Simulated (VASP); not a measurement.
Computed with PBEsol GGA, VASP's PBE PAW potentials (set 64) (plane waves; VASP).

The input files of a VASP run:

File POSCAR:
```
SiO2
1
    4.1954520639    -0.0000000000     0.0000000000
    0.0000000000     4.1954520639     0.0000000000
    0.0000000000     0.0000000000     2.6830915744
Si O
2 4
Direct
  0.5000000000   0.5000000000   0.5000000000
  0.0000000000   0.0000000000   0.0000000000
  0.6940798085   0.6940798085   0.0000000000
  0.3059201915   0.3059201915   0.0000000000
  0.8059201915   0.1940798085   0.5000000000
  0.1940798085   0.8059201915   0.5000000000
```

### INCAR
```
SYSTEM = SiO2
PREC = Accurate
ENCUT = 520
EDIFF = 1E-8
NELM = 100
ALGO = Normal
LREAL = .FALSE.
LASPH = .TRUE.
ISMEAR = 0
SIGMA = 0.01
GGA = PS
LWAVE = .FALSE.
LCHARG = .FALSE.
IBRION = 8
NSW = 1
LEPSILON = .TRUE.
```

File KPOINTS:
```
Automatic mesh
0
G
  5 5 8
0 0 0
```

POTCAR, in this order: Si O (PBE.64 set). Program: vasp_std.

Output

OUTCAR:
```
 ion  position               nearest neighbor table
   1  0.500  0.500  0.500-   3 1.77   4 1.77   3 1.77   4 1.77   5 1.82   6 1.82
   2  0.000  0.000  0.000-   5 1.77   6 1.77   5 1.77   6 1.77   3 1.82   4 1.82
   3  0.694  0.694  0.000-   1 1.77   1 1.77   2 1.82
   4  0.306  0.306  0.000-   1 1.77   1 1.77   2 1.82
   5  0.806  0.194  0.500-   2 1.77   2 1.77   1 1.82
   6  0.194  0.806  0.500-   2 1.77   2 1.77   1 1.82
  LATTYP: Found a simple tetragonal cell.
 ALAT       =     4.1954520639
 C/A-ratio  =     0.6395238305
 Subroutine PRICEL returns:
 Original cell was already a primitive cell.
 Subroutine GETGRP returns: Found 16 space group operations
The static configuration has the point symmetry D_2h.
 The point group associated with its full space group is D_4h.
The dynamic configuration has the point symmetry D_2h.
 Subroutine INISYM returns: Found 16 space group operations
 Subroutine IBZKPT returns following result:
 Found     30 irreducible k-points:

 Following reciprocal coordinates:
            Coordinates               Weight
  0.000000  0.000000  0.000000      1.000000
  0.200000  0.000000  0.000000      4.000000
  0.400000  0.000000  0.000000      4.000000
  0.200000  0.200000  0.000000      4.000000
  0.400000  0.200000  0.000000      8.000000
  0.400000  0.400000  0.000000      4.000000
  0.000000  0.000000  0.125000      2.000000
  0.200000  0.000000  0.125000      8.000000
  0.400000  0.000000  0.125000      8.000000
  0.200000  0.200000  0.125000      8.000000
  0.400000  0.200000  0.125000     16.000000
  0.400000  0.400000  0.125000      8.000000
  0.000000  0.000000  0.250000      2.000000
  0.200000  0.000000  0.250000      8.000000
  0.400000  0.000000  0.250000      8.000000
  0.200000  0.200000  0.250000      8.000000
  0.400000  0.200000  0.250000     16.000000
  0.400000  0.400000  0.250000      8.000000
  0.000000  0.000000  0.375000      2.000000
  0.200000  0.000000  0.375000      8.000000
  0.400000  0.000000  0.375000      8.000000
  0.200000  0.200000  0.375000      8.000000
  0.400000  0.200000  0.375000     16.000000
  0.400000  0.400000  0.375000      8.000000
  0.000000  0.000000  0.500000      1.000000
  0.200000  0.000000  0.500000      4.000000
  0.400000  0.000000  0.500000      4.000000
  0.200000  0.200000  0.500000      4.000000
  0.400000  0.200000  0.500000      8.000000
  0.400000  0.400000  0.500000      4.000000
 Subroutine IBZKPT_HF returns following result:
   k-points           NKPTS =     30   k-points in BZ     NKDIM =     30   number of bands    NBANDS=     20
   number of dos      NEDOS =    301   number of ions     NIONS =      6
   total plane-waves  NPLWV =  20480
   dimension x,y,z NGX =    32 NGY =   32 NGZ =   20
   dimension x,y,z NGXF=    64 NGYF=   64 NGZF=   40
   ions per type =               2   4
   PREC   = accura    normal or accurate (medium, high low for compatibility)
   ISTART =      0    job   : 0-new  1-cont  2-samecut
   ICHARG =      2    charge: 1-file 2-atom 10-const
   ISPIN  =      1    spin polarized calculation?
   LNONCOLLINEAR =      F non collinear calculations
   LSORBIT =      F    spin-orbit coupling
   INIWAV =      1    electr: 0-lowe 1-rand  2-diag
   ENCUT  =  520.0 eV  38.22 Ry    6.18 a.u.   7.80  7.80  4.99*2*pi/ulx,y,z
   NELM   =    100;   NELMIN=  2; NELMDL= -5     # of ELM steps
   EDIFF  = 0.1E-07   stopping-criterion for ELM
   LREAL  =      F    real-space projection
   NLSPLINE    = F    spline interpolate recip. space projectors
   LMAXMIX     =    2 max onsite mixed and CHGCAR
   VOSKOWN=      0    Vosko Wilk Nusair interpolation
   EDIFFG = 0.1E-06   stopping-criterion for IOM
   NSW    =      1    number of steps for IOM
...
```

**OUTCAR**
```


 HEAD OF MICROSCOPIC STATIC DIELECTRIC TENSOR (INDEPENDENT PARTICLE, excluding Hartree and local field effects)
 ------------------------------------------------------
           3.498050     0.000000     0.000000
           0.000000     3.498050     0.000000
           0.000000     0.000000     3.716536
 ------------------------------------------------------

 MACROSCOPIC STATIC DIELECTRIC TENSOR (including local field effects in DFT)
 ------------------------------------------------------
           3.407896     0.000000     0.000000
           0.000000     3.407896     0.000000
           0.000000     0.000000     3.585500
 ------------------------------------------------------

 PIEZOELECTRIC TENSOR (including local field effects)  for field in x, y, z        (e  Angst)
          XX          YY          ZZ          XY          YZ          ZX
  --------------------------------------------------------------------------------
  x     0.00000     0.00000     0.00000     0.00000     0.00000     0.00000
  y     0.00000     0.00000     0.00000     0.00000     0.00000     0.00000
  z     0.00000     0.00000     0.00000     0.00000     0.00000     0.00000

 PIEZOELECTRIC TENSOR (including local field effects)  for field in x, y, z        (C/m^2)
          XX          YY          ZZ          XY          YZ          ZX
  --------------------------------------------------------------------------------
  x     0.00000     0.00000     0.00000     0.00000     0.00000     0.00000
  y     0.00000     0.00000     0.00000     0.00000     0.00000     0.00000
  z     0.00000     0.00000     0.00000     0.00000     0.00000     0.00000

 BORN EFFECTIVE CHARGES (including local field effects) (in |e|, cummulative output)
 ---------------------------------------------------------------------------------
 ion    1
    1     3.79865    -0.37858     0.00000
    2    -0.37858     3.79865     0.00000
    3     0.00000     0.00000     4.04636
 ion    2
    1     3.79865     0.37858     0.00000
    2     0.37858     3.79865     0.00000
    3     0.00000     0.00000     4.04636
 ion    3
    1    -1.89933    -0.57151     0.00000
    2    -0.57151    -1.89933     0.00000
    3     0.00000     0.00000    -2.02318
 ion    4
    1    -1.89933    -0.57151     0.00000
    2    -0.57151    -1.89933     0.00000
    3     0.00000     0.00000    -2.02318
 ion    5
    1    -1.89933     0.57151     0.00000
    2     0.57151    -1.89933     0.00000
    3     0.00000     0.00000    -2.02318
 ion    6
    1    -1.89933     0.57151     0.00000
    2     0.57151    -1.89933     0.00000
    3     0.00000     0.00000    -2.02318
```
(Selected blocks of OUTCAR.)

File OUTCAR:
```
 val. band max:        7.9810981322   @ k =   0.0000   0.0000   0.0000

 cond. band min:      13.2925780238   @ k =   0.0000   0.0000   0.0000


 Fermi energy:         8.0648115596

 k-point     1 :       0.0000    0.0000    0.0000
  band No.  band energies     occupation
      1     -14.4462      2.00000
      2     -10.8257      2.00000
      3     -10.8257      2.00000
      4     -10.5859      2.00000
      5      -2.8819      2.00000
      6       1.5602      2.00000
      7       1.5602      2.00000
      8       1.7336      2.00000
      9       2.5746      2.00000
     10       2.8947      2.00000
     11       4.8480      2.00000
     12       4.8480      2.00000
     13       5.4579      2.00000
     14       7.1014      2.00000
     15       7.1014      2.00000
     16       7.9811      2.00000
     17      13.2926      0.00000
     18      14.4254      0.00000
     19      16.1816      0.00000
     20      16.1816      0.00000

 k-point     2 :       0.2000    0.0000    0.0000
  band No.  band energies     occupation
      1     -14.2382      2.00000
      2     -11.6584      2.00000
      3     -10.7211      2.00000
      4     -10.1892      2.00000
      5      -2.6006      2.00000
      6       0.5952      2.00000
      7       1.6960      2.00000
      8       2.4317      2.00000
      9       2.7322      2.00000
     10       3.6102      2.00000
     11       4.4884      2.00000
     12       4.9373      2.00000
     13       5.5096      2.00000
     14       6.2780      2.00000
     15       7.0332      2.00000
     16       7.6717      2.00000
     17      13.9105      0.00000
     18      14.7705      0.00000
     19      16.2927      0.00000
     20      16.2976      0.00000

 k-point     3 :       0.4000    0.0000    0.0000
  band No.  band energies     occupation
      1     -13.6375      2.00000
      2     -12.7227      2.00000
      3     -10.4564      2.00000
      4     -10.1899      2.00000
      5      -1.8453      2.00000
...
```

The structure comes from a computed database's SiO2 entry (P4_2/mnm); how it stands against other phases isn't given here. It was relaxed first.
